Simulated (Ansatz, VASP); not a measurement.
# CuH8C6N2Cl2 (CuH8C6N2Cl2 (C2/m)): VASP beside Ansatz, part 2 of 3

Wanted: the spread between two codes on one cell, functional and k mesh. Of the first pair: The structure shown is the start of the Ansatz relaxation below; VASP solves that cell, so the two are compared at the walk's first step.

VASP 6.6.1 and Ansatz 0.2.0.

So far: The starting structure; Ansatz: relaxation, LDA.

## Step 3: VASP: single point, LDA, start cell, pair 1

Level of this step: LDA, no spin polarisation; plane waves and PAW (Cu, H, C, N, Cl) (VASP).

The same cell, functional (in two slightly different forms), mesh and smearing now go to VASP, with its own data sets.

Lines of VASP's logs that name or quote its potential files are left out, and so is its time.

The input, INCAR:

```
SYSTEM = CuH8C6N2Cl2
PREC = Accurate
ENCUT = 520
EDIFF = 1E-06
NELM = 120
ISMEAR = 0
SIGMA = 0.05
LREAL = Auto
ALGO = Normal
GGA = PW92
NBANDS = 374
LASPH = .TRUE.
LORBIT = 11
LWAVE = .FALSE.
LCHARG = .FALSE.
ISIF = 2
GGA_COMPAT = .FALSE.
```

The input, POSCAR:

```
CuH8C6N2Cl2
1.0
   12.0865200000     -0.0325900000     -0.1447500000
   -0.0350900000     13.2928900000     -0.0276400000
   -2.5898200000     -0.0117200000      8.9366400000
Cu H C N Cl
8 64 48 16 16
Direct
    0.9520003235      0.2509407498      0.6571751854
    0.0442879140      0.2521019469      0.3430124491
    0.4559117336      0.9976801257      0.6564848872
    0.5482477472      0.9987505885      0.3425184776
    0.9558817838      0.7508693616      0.6545768787
    0.0461111994      0.7525019380      0.3432356847
    0.4539799824      0.4972728870      0.6568753161
    0.5442466911      0.4988295993      0.3455624663
    0.8250157839      0.4086405457      0.4630169571
    0.1746392694      0.4106129870      0.5325747011
    0.3295808268      0.1538464041      0.4626525338
    0.6753611114      0.1571791588      0.5337244146
    0.1707021059      0.0959126873      0.5369982629
    0.8248435644      0.0924964679      0.4661878187
    0.6742705341      0.3409837140      0.5362222770
    0.3281520355      0.3382727845      0.4631774209
    0.5499017500      0.0710662936      0.9262052125
    0.4032382374      0.0608581131      0.1142208764
    0.0503912229      0.3243382181      0.9257683915
    0.9049681683      0.3149320542      0.1078703925
    0.4364714835      0.4291702733      0.0843540205
    0.5491873855      0.4251711838      0.9262593777
    0.9492765002      0.1800383119      0.0761565904
    0.0978188991      0.1889024534      0.8849501098
    0.6270159536      0.1790395678      0.0101390694
    0.3995010203      0.1616364254      0.9893758061
    0.1196171442      0.4360910145      0.0095190292
    0.8940825471      0.4203699368      0.9891790957
    0.3797654844      0.3161610426      0.9912461222
    0.6284323376      0.3186430045      0.0090272041
[... 116 atom lines left out ...]
    0.3646722835      0.4964076941      0.3761264884
    0.6337832944      0.4984994324      0.6265462921
    0.8215957659      0.7478914179      0.7732545684
    0.1811322717      0.7536694498      0.2254259229
    0.3186135176      0.4962168332      0.7740755743
    0.6785487145      0.5019430232      0.2269190246
```

The input, KPOINTS:

```
Automatic mesh
0
Gamma
1 1 2
0 0 0
```

The projector-augmented-wave data sets are Cu, H, C, N and Cl (LDA family, release 64).

On the command line:

```console
$ export OMP_NUM_THREADS=3
$ mpirun -np 1 vasp_std
```

Numbers of over 12 decimals in the logs are rounded to 6 here.

Output:

```text
[banner, memory and clock lines left out]
running    1 mpi-ranks, on    1 nodes
[...]
Offloading initialized ...    1 GPUs detected
[...]
|                                                                             |
|               ----> ADVICE to this user running VASP <----                  |
|                                                                             |
|     You enforced a specific xc type in the INCAR file but a different       |
|     [... a line on the potential file left out ...]
|     I HOPE YOU KNOW WHAT YOU ARE DOING!                                     |
|                                                                             |

 LDA part: xc-table for (Slater(with rela. corr.)+PW92), standard interpolation
 POSCAR, INCAR and KPOINTS ok, starting setup
[...]
entering main loop
       N       E                     dE             d eps       ncg     rms          rms(c)
DAV:   1     0.567195103193E+04    0.56720E+04   -0.21593E+05  1496   0.142E+03
DAV:   2     0.722931719314E+02   -0.55997E+04   -0.49981E+04  1656   0.388E+02
DAV:   3    -0.952960550575E+03   -0.10253E+04   -0.95849E+03  1720   0.177E+02
DAV:   4    -0.107365455014E+04   -0.12069E+03   -0.11555E+03  2456   0.647E+01
[...]
DAV:  44    -0.947987037880E+03    0.18453E-05   -0.11048E-05   880   0.545E-03    0.328E-02
DAV:  45    -0.947987036114E+03    0.17652E-05   -0.35162E-06   832   0.492E-03    0.300E-02
DAV:  46    -0.947987035346E+03    0.76857E-06   -0.28155E-06   832   0.295E-03
   1 F= -.94798704E+03 E0= -.94795292E+03  d E =-.682290E-01
```

From OUTCAR (step 3):

```text
  FREE ENERGIE OF THE ION-ELECTRON SYSTEM (eV)
  ---------------------------------------------------
  free  energy   TOTEN  =      -947.9870353458 eV

  energy  without entropy=     -947.9188063884  energy(sigma->0) =     -947.95292087
```

This run has no spin polarisation, so a moment on Cu, if there is one, isn't seen. The gap is under twice the smearing width, so the edge states are partly filled and the run can't tell a small gap from a semimetal.

## Step 4: Differences

Known differences besides the potentials themselves: the two LDA forms differ slightly; the data sets hold 600 valence electrons in Ansatz (on its default PAW (the set named soft_2) files) and 536 in VASP; the cutoff is 420 eV in Ansatz and 520 eV in VASP (PREC = Accurate, projectors in real space); VASP's log shows a relativistic correction to its local exchange, Ansatz's none. Total energies have different zeros and are not compared.

Forces on 10 of the 152 atoms, those with the largest forces and the largest differences (eV/Å; atoms numbered as in POSCAR):

```tsv
atom	Ansatz x, y, z	VASP x, y, z
C83	-0.194, -0.146, -0.309	-0.241, -0.149, -0.389
C84	0.212, -0.137, 0.296	0.255, -0.148, 0.379
C87	0.203, 0.133, 0.307	0.250, 0.139, 0.385
N121	0.002, -0.538, -0.028	0.001, -0.582, -0.023
N127	-0.016, 0.543, 0.041	-0.017, 0.589, 0.039
N129	0.017, -0.544, -0.044	0.016, -0.590, -0.042
N130	-0.028, -0.537, 0.027	-0.029, -0.582, 0.022
N131	0.007, -0.543, -0.041	0.007, -0.588, -0.036
N134	0.031, 0.538, -0.048	0.033, 0.585, -0.044
N135	-0.002, 0.539, 0.026	-0.001, 0.584, 0.022
```

The forces differ by 23 meV/Å r.m.s., which is 10.9 % of the r.m.s. force of 0.213 eV/Å (both taken over all components). VASP's last cycles still show a density residual of 3e-03, so its state may not be settled.

## Step 5: Ansatz: relaxation, LDA

This run makes the geometry at which the two programs are then compared.

The structure compared here is the end of the Ansatz relaxation.

The input, input.yaml:

```yaml
crystal:
  lattice:
    - [12.08652, -0.03259, -0.14475]
    - [-0.03509, 13.29289, -0.02764]
    - [-2.58982, -0.01172, 8.93664]
  atoms:
    - { symbol: Cu, position: [0.952, 0.25094, 0.65718] }
    - { symbol: Cu, position: [0.04429, 0.2521, 0.34301] }
    - { symbol: Cu, position: [0.45591, 0.99768, 0.65648] }
    - { symbol: Cu, position: [0.54825, 0.99875, 0.34252] }
    - { symbol: H, position: [0.82502, 0.40864, 0.46302] }
    - { symbol: H, position: [0.17464, 0.41061, 0.53257] }
    - { symbol: H, position: [0.32958, 0.15385, 0.46265] }
    - { symbol: H, position: [0.67536, 0.15718, 0.53372] }
    - { symbol: H, position: [0.1707, 0.09591, 0.537] }
    - { symbol: H, position: [0.82484, 0.0925, 0.46619] }
    - { symbol: H, position: [0.67427, 0.34098, 0.53622] }
    - { symbol: H, position: [0.32815, 0.33827, 0.46318] }
    - { symbol: H, position: [0.5499, 0.07107, 0.92621] }
    - { symbol: H, position: [0.40324, 0.06086, 0.11422] }
    - { symbol: H, position: [0.05039, 0.32434, 0.92577] }
    - { symbol: H, position: [0.90497, 0.31493, 0.10787] }
    - { symbol: H, position: [0.43647, 0.42917, 0.08435] }
    - { symbol: H, position: [0.54919, 0.42517, 0.92626] }
    - { symbol: H, position: [0.94928, 0.18004, 0.07616] }
    - { symbol: H, position: [0.09782, 0.1889, 0.88495] }
    - { symbol: H, position: [0.62702, 0.17904, 0.01014] }
    - { symbol: H, position: [0.3995, 0.16164, 0.98938] }
    - { symbol: H, position: [0.11962, 0.43609, 0.00952] }
    - { symbol: H, position: [0.89408, 0.42037, 0.98918] }
    - { symbol: H, position: [0.37977, 0.31616, 0.99125] }
    - { symbol: H, position: [0.62843, 0.31864, 0.00903] }
    - { symbol: H, position: [0.87677, 0.07133, 0.98809] }
    - { symbol: H, position: [0.10046, 0.08865, 0.01035] }
    - { symbol: H, position: [0.67267, 0.11146, 0.87427] }
    - { symbol: H, position: [0.30458, 0.16041, 0.10184] }
    - { symbol: H, position: [0.17407, 0.37005, 0.88002] }
    - { symbol: H, position: [0.80276, 0.41013, 0.10534] }
    - { symbol: H, position: [0.31648, 0.36901, 0.12224] }
    - { symbol: H, position: [0.67138, 0.38723, 0.87178] }
    - { symbol: H, position: [0.82573, 0.13517, 0.12249] }
    - { symbol: H, position: [0.19584, 0.08872, 0.89851] }
    - { symbol: C, position: [0.52317, 0.19531, 0.78255] }
    - { symbol: C, position: [0.47467, 0.19582, 0.22086] }
    - { symbol: C, position: [0.02156, 0.44809, 0.78027] }
    - { symbol: C, position: [0.97257, 0.44915, 0.22117] }
    - { symbol: C, position: [0.47593, 0.30109, 0.22074] }
    - { symbol: C, position: [0.52281, 0.30052, 0.78248] }
    - { symbol: C, position: [0.97718, 0.05436, 0.21711] }
    - { symbol: C, position: [0.02568, 0.05396, 0.77895] }
    - { symbol: C, position: [0.88232, 0.4494, 0.55668] }
    - { symbol: C, position: [0.11652, 0.45102, 0.44028] }
    - { symbol: C, position: [0.38534, 0.19536, 0.55677] }
    - { symbol: C, position: [0.6176, 0.19763, 0.44115] }
    - { symbol: C, position: [0.11492, 0.05438, 0.44294] }
    - { symbol: C, position: [0.88262, 0.05208, 0.55877] }
    - { symbol: C, position: [0.6172, 0.3002, 0.4424] }
    - { symbol: C, position: [0.38469, 0.29797, 0.55709] }
    - { symbol: C, position: [0.5968, 0.13726, 0.90546] }
    - { symbol: C, position: [0.39241, 0.14164, 0.10015] }
    - { symbol: C, position: [0.09477, 0.39229, 0.90602] }
    - { symbol: C, position: [0.89063, 0.39553, 0.09959] }
    - { symbol: C, position: [0.39882, 0.35641, 0.0978] }
    - { symbol: C, position: [0.59662, 0.35995, 0.90477] }
    - { symbol: C, position: [0.90369, 0.11225, 0.09387] }
    - { symbol: C, position: [0.10805, 0.1081, 0.8996] }
    - { symbol: "N", position: [0.95188, 0.39836, 0.66664] }
    - { symbol: "N", position: [0.04319, 0.39963, 0.33285] }
    - { symbol: "N", position: [0.45568, 0.14527, 0.6668] }
    - { symbol: "N", position: [0.54521, 0.1463, 0.33284] }
    - { symbol: "N", position: [0.04469, 0.10444, 0.33276] }
    - { symbol: "N", position: [0.9551, 0.10345, 0.66697] }
    - { symbol: "N", position: [0.5455, 0.35102, 0.33424] }
    - { symbol: "N", position: [0.45475, 0.34934, 0.66707] }
    - { symbol: Cl, position: [0.86449, 0.25003, 0.3729] }
    - { symbol: Cl, position: [0.13162, 0.25393, 0.62578] }
    - { symbol: Cl, position: [0.36863, 0.99585, 0.37393] }
    - { symbol: Cl, position: [0.63586, 0.99951, 0.62668] }
    - { symbol: Cl, position: [0.81552, 0.24943, 0.77308] }
    - { symbol: Cl, position: [0.18085, 0.25299, 0.22727] }
    - { symbol: Cl, position: [0.31956, 0.99695, 0.7726] }
    - { symbol: Cl, position: [0.68471, 0.00018, 0.22661] }
    - { symbol: Cu, position: [0.95588, 0.75087, 0.65458] }
    - { symbol: Cu, position: [0.04611, 0.7525, 0.34324] }
    - { symbol: Cu, position: [0.45398, 0.49727, 0.65687] }
    - { symbol: Cu, position: [0.54425, 0.49883, 0.34556] }
    - { symbol: H, position: [0.82586, 0.90872, 0.46389] }
    - { symbol: H, position: [0.17195, 0.9115, 0.53677] }
    - { symbol: H, position: [0.32504, 0.65511, 0.46657] }
    - { symbol: H, position: [0.67237, 0.65685, 0.53668] }
    - { symbol: H, position: [0.17509, 0.59452, 0.53337] }
    - { symbol: H, position: [0.82776, 0.59283, 0.46338] }
    - { symbol: H, position: [0.6753, 0.84105, 0.53677] }
    - { symbol: H, position: [0.3255, 0.83903, 0.46683] }
    - { symbol: H, position: [0.58988, 0.56203, 0.89399] }
    - { symbol: H, position: [0.39155, 0.56284, 0.1257] }
    - { symbol: H, position: [0.06489, 0.82023, 0.91465] }
    - { symbol: H, position: [0.9513, 0.82574, 0.07127] }
    - { symbol: H, position: [0.45, 0.92504, 0.07377] }
    - { symbol: H, position: [0.59347, 0.93507, 0.8929] }
    - { symbol: H, position: [0.91112, 0.68793, 0.10537] }
    - { symbol: H, position: [0.10979, 0.68651, 0.87343] }
    - { symbol: H, position: [0.60649, 0.66959, 0.01084] }
    - { symbol: H, position: [0.40855, 0.65175, 0.99254] }
    - { symbol: H, position: [0.1196, 0.93339, 0.00891] }
    - { symbol: H, position: [0.8689, 0.93167, 0.9923] }
    - { symbol: H, position: [0.38003, 0.81344, 0.99057] }
    - { symbol: H, position: [0.60664, 0.82884, 0.01055] }
    - { symbol: H, position: [0.89259, 0.57991, 0.98917] }
    - { symbol: H, position: [0.09049, 0.599, 0.00708] }
    - { symbol: H, position: [0.69531, 0.6547, 0.8923] }
    - { symbol: H, position: [0.30447, 0.67106, 0.08937] }
    - { symbol: H, position: [0.18452, 0.88215, 0.87852] }
    - { symbol: H, position: [0.83014, 0.86039, 0.13036] }
    - { symbol: H, position: [0.32636, 0.88006, 0.12031] }
    - { symbol: H, position: [0.69688, 0.84126, 0.89334] }
    - { symbol: H, position: [0.8049, 0.59632, 0.10874] }
    - { symbol: H, position: [0.19546, 0.57753, 0.91232] }
    - { symbol: C, position: [0.52653, 0.69549, 0.77867] }
    - { symbol: C, position: [0.47403, 0.6964, 0.22197] }
    - { symbol: C, position: [0.02438, 0.9487, 0.77916] }
    - { symbol: C, position: [0.97721, 0.94915, 0.21751] }
    - { symbol: C, position: [0.4786, 0.80153, 0.21965] }
    - { symbol: C, position: [0.52734, 0.8008, 0.77856] }
    - { symbol: C, position: [0.97351, 0.55445, 0.22124] }
    - { symbol: C, position: [0.02611, 0.55323, 0.77803] }
    - { symbol: C, position: [0.88299, 0.94952, 0.55764] }
    - { symbol: C, position: [0.11544, 0.95176, 0.44282] }
    - { symbol: C, position: [0.38308, 0.69614, 0.55923] }
    - { symbol: C, position: [0.61567, 0.69771, 0.4436] }
    - { symbol: C, position: [0.11704, 0.55358, 0.4406] }
    - { symbol: C, position: [0.88449, 0.55197, 0.55642] }
    - { symbol: C, position: [0.6179, 0.80028, 0.4432] }
    - { symbol: C, position: [0.38358, 0.7987, 0.55927] }
    - { symbol: C, position: [0.60747, 0.64238, 0.90037] }
    - { symbol: C, position: [0.39144, 0.64266, 0.10091] }
    - { symbol: C, position: [0.10166, 0.89354, 0.90212] }
    - { symbol: C, position: [0.9032, 0.88971, 0.09546] }
    - { symbol: C, position: [0.40537, 0.85735, 0.09395] }
    - { symbol: C, position: [0.60904, 0.8546, 0.90015] }
    - { symbol: C, position: [0.89263, 0.60774, 0.09971] }
    - { symbol: C, position: [0.1087, 0.6069, 0.89919] }
    - { symbol: "N", position: [0.95471, 0.89872, 0.66582] }
    - { symbol: "N", position: [0.04526, 0.90037, 0.33298] }
    - { symbol: "N", position: [0.45546, 0.64529, 0.6669] }
    - { symbol: "N", position: [0.54235, 0.64674, 0.33571] }
    - { symbol: "N", position: [0.04466, 0.60455, 0.33308] }
    - { symbol: "N", position: [0.95776, 0.60292, 0.66437] }
    - { symbol: "N", position: [0.54834, 0.85129, 0.33321] }
    - { symbol: "N", position: [0.45682, 0.85019, 0.66667] }
    - { symbol: Cl, position: [0.86623, 0.75112, 0.37369] }
    - { symbol: Cl, position: [0.13539, 0.75333, 0.62377] }
    - { symbol: Cl, position: [0.36467, 0.49641, 0.37613] }
    - { symbol: Cl, position: [0.63378, 0.4985, 0.62655] }
    - { symbol: Cl, position: [0.8216, 0.74789, 0.77326] }
    - { symbol: Cl, position: [0.18113, 0.75367, 0.22543] }
    - { symbol: Cl, position: [0.31861, 0.49622, 0.77407] }
    - { symbol: Cl, position: [0.67855, 0.50194, 0.22692] }
kpoints:
  mp_grid: { grid: [1, 1, 2] }
hamiltonian:
  xc: lda
scf:
  occupations: { method: gaussian, width: 0.05 }
output:
  forces: true
  eigenvalues: true
  stress: true
relax:
  f_tol: 0.05
  max_steps: 70
```

On the command line:

```console
$ ansatz run input.yaml --threads 4 --pin off --max-ram 15872MiB --backend cpu --events-out ev --progress --plain --runs-dir out
```

Output:

```text
[...]
Crystal: 152 atoms, lattice volume = 1430.804 Å³
Basis set: ecut = 420 eV, 27973 PW (Γ)
Bands: 452, of which v1, the nominal top of the filled ones, is band 300 counted from 1 (299 counted from 0)
Symmetry: 1 space group operations
[...]
k-points: 2
[...]
SCF iter   1: F=—  HF=-87814.871274 eV  |F-HF|=—  |Δ(HF+E_count)|=         —  Δρ=1.38e-2  dr2=2.11e0  ethr=1.77e-3  ⟨swp⟩=5.0  Hψ=3619  notcnv=0  defer=212
[...]
- { symbol: C, position: [0.892580, 0.608296, 0.096359] }
    - { symbol: C, position: [0.109313, 0.607276, 0.902663] }
[...]
- { symbol: N, position: [0.045706, 0.604855, 0.332568] }
    - { symbol: N, position: [0.957765, 0.603137, 0.664422] }
    - { symbol: N, position: [0.549501, 0.852296, 0.332124] }
    - { symbol: N, position: [0.456628, 0.851146, 0.666669] }
[...]
- { symbol: Cl, position: [0.819723, 0.747298, 0.773715] }
    - { symbol: Cl, position: [0.184336, 0.753836, 0.224432] }
    - { symbol: Cl, position: [0.315555, 0.496087, 0.775280] }
    - { symbol: Cl, position: [0.680359, 0.502525, 0.226260] }
```

(Part 2 of 3 ends here.)

[Lines on the potential files, build, host, timing and source positions are cut from VASP's logs without a mark.]

[Logs are printed without paths, hosts, clocks, repeated set-up lines and the standing remarks that a program may print on its own settings, such as how far it seeks lower states.]

[Hosts, paths, dates, database ids (printed as entryN), source tags and the programs' standing remarks are cut or masked in the printed files.]
